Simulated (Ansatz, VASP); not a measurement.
# One calculation of ZnRe, two programs

The input INCAR:

```
PREC     = Accurate       # precision mode
ENCUT    = 520            # plane-wave cutoff, eV
EDIFF    = 1E-6           # SCF threshold, eV
ISMEAR   = -1             # smearing method
SIGMA    = 0.02           # smearing width, eV
LREAL    = F              # projectors in reciprocal space
LASPH    = T              # aspherical terms in the spheres
NELM     = 100            # most SCF steps
ALGO     = Normal         # electronic algorithm
ISIF     = 2              # what is computed and relaxed
LWAVE    = F              # write WAVECAR
LCHARG   = F              # write CHGCAR
GGA      = RE             # functional
NBANDS   = 16             # bands
```

Contents of KPOINTS:

```
Automatic mesh
0
Gamma
  8 8 5
```

File POSCAR:

```
ZnRe
1.0
    2.7590400000      0.0114900000     -0.0027400000
   -1.3695700000      2.3643500000     -0.0020500000
   -0.0044800000     -0.0064700000      4.5135400000
Zn Re
1 1
Direct
    0.0059421333      0.0130087827      0.0513989065
    0.3758500000      0.7058400000      0.5251400000
```

Input for Ansatz:

```yaml
crystal:
  lattice:
    - [2.75904, 0.01149, -0.00274]
    - [-1.36957, 2.36435, -0.00205]
    - [-0.00448, -0.00647, 4.51354]
  atoms:
    - { symbol: Zn, position: [0.005942133345871467, 0.013008782673004971, 0.0513989065012933] }
    - { symbol: Re, position: [0.37585, 0.70584, 0.52514] }
basis:
  ecutwfc: 540.0
  xc_grid: 2
kpoints:
  mp_grid:
    grid: [8, 8, 5]
hamiltonian:
  xc: revpbe
scf:
  convergence:
    dr2_threshold: 1.0e-09
  mixing:
    algorithm: anderson
  occupations:
    method: fermi_dirac
    width: 0.02
output:
  forces: true
  stress: true
```

The cell comes from a database or a generator and needn't be the stable form of this composition.

Alike in both runs: task single point; functional revPBE; k mesh 8 × 8 × 5; occupations fermi-dirac, width 0.02 eV; no spin polarisation.

```csv
,VASP,Ansatz
version,VASP 6.6.1,Ansatz 0.2.0
potentials or method,"VASP PAW PBE potentials, release 64 (Zn, Re)","plane waves, PAW"
plane-wave cutoff (eV),520,540
valence electrons in the cell,19,27
```

Ansatz gave:

| Quantity | Value |
| --- | --- |
| pressure (GPa) | 2.0 |
| largest component of the traceless stress (GPa) | 1.56 |
| rms of the force components (eV/Å) | 0.660 |

Task: Estimate VASP's values.

Result: Pressure (GPa): 2.0; largest component of the traceless stress (GPa): 1.35; rms of the force components (eV/Å): 0.665.

Atom by atom the forces differ by 0.005 eV/Å (rms over components). The functional is the same, so the differences come from potentials, cutoffs and numerics. The two sets of potentials don't hold the same shells in valence. Ansatz warned: «stress_scf_threshold_loose».

Caveats: the PAW data sets were made with another functional, which shifts forces and pressure a little (VASP). The runs have no spin-orbit coupling, so splittings on Re are missing.
